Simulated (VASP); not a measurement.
```
As2Te3
1.0
    3.57860     2.06610     6.57809
   -3.57860     2.06610     6.57809
    0.00000    -4.13221     6.57809
As Te
4 6
Direct
  0.34154   0.34154   0.34154
  0.15846   0.15846   0.15846
  0.65846   0.65846   0.65846
  0.84154   0.84154   0.84154
  0.55942   0.94058   0.25000
  0.25000   0.55942   0.94058
  0.94058   0.25000   0.55942
  0.44058   0.05942   0.75000
  0.75000   0.44058   0.05942
  0.05942   0.75000   0.44058
```

Method: PBEsol GGA, VASP's PBE PAW potentials (set 64) (plane waves; VASP). Numerical set-up: 400 eV cut-off, 6×6×6 Γ-centred mesh, tetrahedra with Blöchl corrections, potentials As Te.

Unless said otherwise, spin-orbit coupling is left out, though it shifts the bands of the heavy elements here.

### Question
Predict the energy per atom (σ→0), band gap (on the k-mesh) with the smallest direct gap where there is one.

### Answer

- band gap (on the k-mesh) = none (metal, semimetal or under 0.01 eV)
- energy per atom (σ→0) = -390.5 kJ/mol of atoms

Total energies compare only between runs with the same potentials, cut-off and functional.

The structure was generated: Te3As2 was put into the corundum type (R-3c), which need not be its known phase. It was relaxed first, which changed the volume by -7 %.
